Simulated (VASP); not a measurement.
Level of theory: vdW-DF2, VASP's PBE PAW potentials (set 64) (plane waves; VASP).

VASP ran on this input.

KPOINTS:
```
Automatic mesh
0
Gamma
14 14 14
0 0 0
```

**POSCAR**
```
Ta
1
   -1.6902845759     1.6902845759     1.6902845759
    1.6902845759    -1.6902845759     1.6902845759
    1.6902845759     1.6902845759    -1.6902845759
Ta
1
Direct
  0.0000000000   0.0000000000   0.0000000000
```

INCAR:
```
AGGAC  =  0.0
ALGO  =  Normal
EDIFF  =  1E-6
EDIFFG  =  -0.01
ENCUT  =  520
GGA  =  ML
IBRION  =  2
ISIF  =  3
ISMEAR  =  1
LASPH  =  .True.
LCHARG  =  .False.
LMAXMIX  =  6
LREAL  =  .False.
LUSE_VDW  =  .True.
LWAVE  =  .False.
NELM  =  100
NSW  =  60
PREC  =  Accurate
SIGMA  =  0.1
SYSTEM  =  Ta
ZAB_VDW  =  -1.8867
```

POTCAR, in this order: Ta_pv (PBE.64 set). Program: vasp_std.

Output of the run:

### OSZICAR
```
       N       E                     dE             d eps       ncg     rms          rms(c)
DAV:   1     0.510717369121E+02    0.51072E+02   -0.64698E+03  1872   0.114E+03
DAV:   2    -0.749972331549E+01   -0.58571E+02   -0.57709E+02  2345   0.246E+02
DAV:   3    -0.834032347503E+01   -0.84060E+00   -0.77608E+00  2296   0.289E+01
DAV:   4    -0.834705822192E+01   -0.67347E-02   -0.67278E-02  2141   0.195E+00
DAV:   5    -0.834709822453E+01   -0.40003E-04   -0.40000E-04  2103   0.140E-01    0.118E+01
DAV:   6    -0.803973347871E+01    0.30736E+00   -0.40067E-01  1939   0.798E+00    0.556E+00
DAV:   7    -0.796115540118E+01    0.78578E-01   -0.29804E-01  1973   0.663E+00    0.369E-01
DAV:   8    -0.796252328558E+01   -0.13679E-02   -0.43427E-03  1999   0.860E-01    0.132E-01
DAV:   9    -0.796260540727E+01   -0.82122E-04   -0.12056E-04  2075   0.124E-01    0.466E-02
DAV:  10    -0.796259464283E+01    0.10764E-04   -0.25522E-05  1918   0.777E-02    0.395E-03
DAV:  11    -0.796259541888E+01   -0.77604E-06   -0.28071E-07  1131   0.851E-03
   1 F= -.79625954E+01 E0= -.79626411E+01  d E =-.796260E+01
```

**OUTCAR**
```
------------------------ aborting loop because EDIFF is reached ----------------------------------------
  FORCE on cell =-STRESS in cart. coord.  units (eV):
  Direction    XX          YY          ZZ          XY          YZ          ZX
  --------------------------------------------------------------------------------------
  Total       -0.0064986     -0.0064986     -0.0064986      0.0000000      0.0000000     -0.0000000
  in kB       -0.5390033     -0.5390033     -0.5390033      0.0000000      0.0000000     -0.0000000
  external PRESSURE =      -0.5390033 kB  Pullay stress =       0.0000000 kB
  volume of cell :       19.32
      direct lattice vectors                 reciprocal lattice vectors
    -1.690284576  1.690284576  1.690284576     0.000000000  0.295808178  0.295808178
     1.690284576 -1.690284576  1.690284576     0.295808178  0.000000000  0.295808178
     1.690284576  1.690284576 -1.690284576     0.295808178  0.295808178  0.000000000
 POSITION                                       TOTAL-FORCE (eV/Angst)
 -----------------------------------------------------------------------------------
      0.00000      0.00000      0.00000         0.000000      0.000000     -0.000000
 -----------------------------------------------------------------------------------
    total drift:                               -0.000000      0.000000      0.000000
  FREE ENERGIE OF THE ION-ELECTRON SYSTEM (eV)
  ---------------------------------------------------
  free  energy   TOTEN  =        -7.9625954189 eV

  energy  without entropy=       -7.9627325204  energy(sigma->0) =       -7.96264112

 reached required accuracy - stopping structural energy minimisation
```
(Selected blocks of OUTCAR.)

OUTCAR:
```
 val. band max:        5.1618860566   @ k =  -0.2143   0.2143   0.2143

 cond. band min:       5.2111259482   @ k =   0.0714   0.0714   0.0714


 Fermi energy:         5.1722520511

 k-point     1 :       0.0000    0.0000    0.0000
  band No.  band energies     occupation
      1     -28.1600      2.00000
      2     -28.1600      2.00000
      3     -28.1600      2.00000
      4      -2.3994      2.00000
      5       5.8487     -0.00000
      6       5.8487     -0.00000
      7       5.8487     -0.00000
      8       8.8579      0.00000
      9       8.8579      0.00000

 k-point     2 :       0.0714    0.0000    0.0000
  band No.  band energies     occupation
      1     -28.2097      2.00000
      2     -28.1757      2.00000
      3     -28.1602      2.00000
      4      -2.1896      2.00000
      5       5.7175     -0.00000
      6       5.8104     -0.00000
      7       6.0517     -0.00000
      8       8.6563      0.00000
      9       8.8604      0.00000

 k-point     3 :       0.1429    0.0000    0.0000
  band No.  band energies     occupation
      1     -28.3467      2.00000
      2     -28.2191      2.00000
      3     -28.1607      2.00000
      4      -1.5931      2.00000
      5       5.3727     -0.01577
      6       5.6304     -0.00000
      7       6.6502     -0.00000
      8       8.3188      0.00000
      9       8.8836      0.00000

 k-point     4 :       0.2143    0.0000    0.0000
  band No.  band energies     occupation
      1     -28.5396      2.00000
      2     -28.2814      2.00000
      3     -28.1614      2.00000
      4      -0.7191      2.00000
      5       4.9228      2.00237
      6       5.2778     -0.05998
      7       7.6109      0.00000
      8       8.2402      0.00000
      9       8.9614      0.00000

 k-point     5 :       0.2857    0.0000    0.0000
  band No.  band energies     occupation
      1     -28.7471      2.00000
      2     -28.3495      2.00000
      3     -28.1622      2.00000
...
```

Unless said otherwise, spin-orbit coupling is left out, though it shifts the bands of the heavy elements here.

The compound is Ta in the bcc structure. It was relaxed first, which changed the volume by +8 %. The start is the result of an earlier pass.
